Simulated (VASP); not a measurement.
Output of a VASP run:

### OUTCAR
```
 ion  position               nearest neighbor table
   1  0.000  0.000  0.000-
  LATTYP: Found a body centered cubic cell.
 ALAT       =     3.1527714458
 Subroutine PRICEL returns:
 Original cell was already a primitive cell.
 Subroutine GETGRP returns: Found 48 space group operations
The static configuration has the point symmetry O_h .
The dynamic configuration has the point symmetry O_h .
 Subroutine INISYM returns: Found 48 space group operations
 Subroutine IBZKPT returns following result:
 Found    145 irreducible k-points:

 Following reciprocal coordinates:
            Coordinates               Weight
  0.000000  0.000000  0.000000      1.000000
  0.062500  0.000000  0.000000     12.000000
  0.125000  0.000000  0.000000     12.000000
  0.187500  0.000000  0.000000     12.000000
  0.250000  0.000000  0.000000     12.000000
  0.312500  0.000000  0.000000     12.000000
  0.375000  0.000000  0.000000     12.000000
  0.437500  0.000000  0.000000     12.000000
  0.500000  0.000000  0.000000      6.000000
  0.062500  0.062500  0.000000     24.000000
  0.125000  0.062500 -0.000000     48.000000
  0.187500  0.062500  0.000000     48.000000
  0.250000  0.062500  0.000000     48.000000
  0.312500  0.062500  0.000000     48.000000
  0.375000  0.062500  0.000000     48.000000
  0.437500  0.062500  0.000000     48.000000
  0.125000  0.125000  0.000000     24.000000
  0.187500  0.125000  0.000000     48.000000
  0.250000  0.125000 -0.000000     48.000000
  0.312500  0.125000 -0.000000     48.000000
  0.375000  0.125000  0.000000     48.000000
  0.437500  0.125000  0.000000     24.000000
  0.187500  0.187500  0.000000     24.000000
  0.250000  0.187500  0.000000     48.000000
  0.312500  0.187500  0.000000     48.000000
  0.375000  0.187500  0.000000     48.000000
  0.250000  0.250000  0.000000     24.000000
  0.312500  0.250000 -0.000000     48.000000
  0.375000  0.250000  0.000000     24.000000
  0.312500  0.312500  0.000000     24.000000
  0.062500  0.062500  0.062500      8.000000
  0.125000  0.062500  0.062500     24.000000
  0.187500  0.062500  0.062500     24.000000
  0.250000  0.062500  0.062500     24.000000
  0.312500  0.062500  0.062500     24.000000
  0.375000  0.062500  0.062500     24.000000
  0.437500  0.062500  0.062500     12.000000
 -0.062500  0.062500  0.062500      6.000000
  0.125000  0.125000  0.062500     24.000000
  0.187500  0.125000  0.062500     48.000000
   k-points           NKPTS =    145   k-points in BZ     NKDIM =    145   number of bands    NBANDS=     11
   number of dos      NEDOS =    301   number of ions     NIONS =      1
   total plane-waves  NPLWV =   8000
   dimension x,y,z NGX =    20 NGY =   20 NGZ =   20
   dimension x,y,z NGXF=    40 NGYF=   40 NGZF=   40
   ions per type =               1
   PREC   = accura    normal or accurate (medium, high low for compatibility)
   ISTART =      0    job   : 0-new  1-cont  2-samecut
   ICHARG =      2    charge: 1-file 2-atom 10-const
   ISPIN  =      1    spin polarized calculation?
   LNONCOLLINEAR =      F non collinear calculations
   LSORBIT =      F    spin-orbit coupling
   INIWAV =      1    electr: 0-lowe 1-rand  2-diag
   ENCUT  =  480.0 eV  35.28 Ry    5.94 a.u.   4.88  4.88  4.88*2*pi/ulx,y,z
   NELM   =    100;   NELMIN=  2; NELMDL= -5     # of ELM steps
   EDIFF  = 0.1E-06   stopping-criterion for ELM
   LREAL  =      F    real-space projection
   NLSPLINE    = F    spline interpolate recip. space projectors
   LMAXMIX     =    4 max onsite mixed and CHGCAR
   VOSKOWN=      0    Vosko Wilk Nusair interpolation
   EDIFFG = -.1E-01   stopping-criterion for IOM
   NSW    =     40    number of steps for IOM
   NBLOCK =      1;   KBLOCK =     40    inner block; outer block
   IBRION =      2    ionic relax: 0-MD 1-quasi-New 2-CG
   NFREE  =      1    steps in history (QN), initial steepest desc. (CG)
...
```

OSZICAR:
```
...
DAV:   5    -0.260507544459E+02   -0.25089E-03   -0.83475E-05  3250   0.119E-01    0.144E-03
DAV:   6    -0.260507513358E+02    0.31100E-05   -0.90272E-07  3510   0.132E-02    0.185E-03
DAV:   7    -0.260507521848E+02   -0.84893E-06   -0.50254E-07  3280   0.103E-02    0.123E-03
DAV:   8    -0.260507515588E+02    0.62603E-06   -0.15266E-07  2685   0.607E-03    0.334E-04
DAV:   9    -0.260507512177E+02    0.34109E-06   -0.70843E-09  1607   0.125E-03    0.768E-05
DAV:  10    -0.260507512574E+02   -0.39772E-07   -0.37889E-10  1598   0.265E-04
   4 F= -.24652108E+02 E0= -.24652240E+02  d E =-.355044E-01
       N       E                     dE             d eps       ncg     rms          rms(c)
DAV:   1    -0.260495565073E+02    0.11947E-02   -0.40011E-03  3358   0.927E-01    0.142E-01
DAV:   2    -0.260494060576E+02    0.15045E-03   -0.27265E-04  3319   0.214E-01    0.258E-02
DAV:   3    -0.260494075956E+02   -0.15380E-05   -0.56251E-05  3400   0.962E-02    0.194E-02
DAV:   4    -0.260493796210E+02    0.27975E-04   -0.16105E-05  3286   0.509E-02    0.686E-03
DAV:   5    -0.260494116418E+02   -0.32021E-04   -0.82122E-06  3256   0.372E-02    0.471E-04
DAV:   6    -0.260494102546E+02    0.13872E-05   -0.81800E-08  2156   0.402E-03    0.544E-04
DAV:   7    -0.260494105672E+02   -0.31266E-06   -0.41765E-08  1658   0.291E-03    0.354E-04
DAV:   8    -0.260494102036E+02    0.36361E-06   -0.12185E-08  1601   0.154E-03    0.119E-04
DAV:   9    -0.260494101645E+02    0.39152E-07   -0.12361E-09  1604   0.626E-04
   5 F= -.24652112E+02 E0= -.24652244E+02  d E =-.355082E-01
       N       E                     dE             d eps       ncg     rms          rms(c)
DAV:   1    -0.260518127655E+02   -0.24026E-02   -0.94865E-03  3355   0.143E+00    0.218E-01
DAV:   2    -0.260514777787E+02    0.33499E-03   -0.64743E-04  3319   0.329E-01    0.399E-02
DAV:   3    -0.260514502252E+02    0.27553E-04   -0.13395E-04  3394   0.148E-01    0.295E-02
DAV:   4    -0.260514250210E+02    0.25204E-04   -0.38759E-05  3289   0.790E-02    0.102E-02
DAV:   5    -0.260514595831E+02   -0.34562E-04   -0.19918E-05  3256   0.580E-02    0.785E-04
DAV:   6    -0.260514625724E+02   -0.29893E-05   -0.19535E-07  3044   0.614E-03    0.841E-04
DAV:   7    -0.260514620114E+02    0.56100E-06   -0.10250E-07  2130   0.467E-03    0.572E-04
DAV:   8    -0.260514627749E+02   -0.76356E-06   -0.31792E-08  1604   0.253E-03    0.202E-04
DAV:   9    -0.260514628483E+02   -0.73386E-07   -0.36076E-09  1604   0.105E-03
   6 F= -.24652094E+02 E0= -.24652226E+02  d E =0.178247E-04
       N       E                     dE             d eps       ncg     rms          rms(c)
DAV:   1    -0.260501072326E+02    0.13555E-02   -0.54945E-03  3355   0.109E+00    0.167E-01
DAV:   2    -0.260499018103E+02    0.20542E-03   -0.37415E-04  3319   0.250E-01    0.302E-02
DAV:   3    -0.260499023149E+02   -0.50458E-06   -0.77053E-05  3400   0.113E-01    0.227E-02
DAV:   4    -0.260498662509E+02    0.36064E-04   -0.21949E-05  3292   0.594E-02    0.801E-03
DAV:   5    -0.260499078285E+02   -0.41578E-04   -0.11179E-05  3262   0.434E-02    0.550E-04
DAV:   6    -0.260499062210E+02    0.16075E-05   -0.11326E-07  2510   0.471E-03    0.639E-04
DAV:   7    -0.260499066074E+02   -0.38645E-06   -0.58073E-08  1703   0.347E-03    0.415E-04
DAV:   8    -0.260499061792E+02    0.42821E-06   -0.17041E-08  1601   0.182E-03    0.146E-04
DAV:   9    -0.260499061350E+02    0.44202E-07   -0.18270E-09  1613   0.753E-04
   7 F= -.24652114E+02 E0= -.24652246E+02  d E =-.201174E-05
```

OUTCAR:
```
------------------------ aborting loop because EDIFF is reached ----------------------------------------
  FORCE on cell =-STRESS in cart. coord.  units (eV):
  Direction    XX          YY          ZZ          XY          YZ          ZX
  --------------------------------------------------------------------------------------
  Total        1.3987687      1.3987687      1.3987687     -0.0000000     -0.0000000      0.0000000
  in kB      150.1047700    150.1047700    150.1047700     -0.0000000     -0.0000000      0.0000000
  external PRESSURE =       0.1047700 kB  Pullay stress =     150.0000000 kB
  volume of cell :       14.93
      direct lattice vectors                 reciprocal lattice vectors
    -1.551198346  1.551198346  1.551198346     0.000000000  0.322331442  0.322331442
     1.551198346 -1.551198346  1.551198346     0.322331442  0.000000000  0.322331442
     1.551198346  1.551198346 -1.551198346     0.322331442  0.322331442  0.000000000
 POSITION                                       TOTAL-FORCE (eV/Angst)
 -----------------------------------------------------------------------------------
      0.00000     -0.00000      0.00000         0.000000     -0.000000     -0.000000
 -----------------------------------------------------------------------------------
    total drift:                                0.000000     -0.000000      0.000000
  FREE ENERGIE OF THE ION-ELECTRON SYSTEM (eV)
  ---------------------------------------------------
  free  energy   TOTEN  =       -26.0499061350 eV

  energy  without entropy=      -26.0503028025  energy(sigma->0) =      -26.05003836
  enthalpy is  TOTEN    =       -24.6521137613 eV   P V=        1.3977923737

 reached required accuracy - stopping structural energy minimisation
```
(Selected blocks of OUTCAR.)

### POSCAR
```
Mo
1
   -1.5763857229     1.5763857229     1.5763857229
    1.5763857229    -1.5763857229     1.5763857229
    1.5763857229     1.5763857229    -1.5763857229
Mo
1
Direct
  0.0000000000   0.0000000000   0.0000000000
```

**Question.** Reconstruct the remaining input files.

**Answer.** Several could match; the one computed here: the input of the run itself, r2SCAN meta-GGA, plane waves, VASP's PBE PAW potentials (set 64).

### INCAR
```
SYSTEM=Mo
PREC=Accurate; ENCUT=480; LREAL=.False.
LASPH=.True.
EDIFF=1E-7; NELM=100; ALGO=Normal
LMAXMIX=4; LMIXTAU=.True.
ISMEAR=1; SIGMA=0.1
METAGGA=R2SCAN
IBRION=2; NSW=40; ISIF=3
EDIFFG=-0.01; PSTRESS=150
LWAVE=.False.; LCHARG=.False.
```

**KPOINTS**
```
Automatic mesh
0
Gamma
16 16 16
0 0 0
```

POTCAR, in this order: Mo_sv (PBE.64 set). Program: vasp_std.

Energy and stress use the plane-wave basis of the starting cell.

The compound is Mo in the bcc structure. This run relaxes it under an external pressure of 15 GPa. Symmetry was kept, so distortions that lower it aren't found.
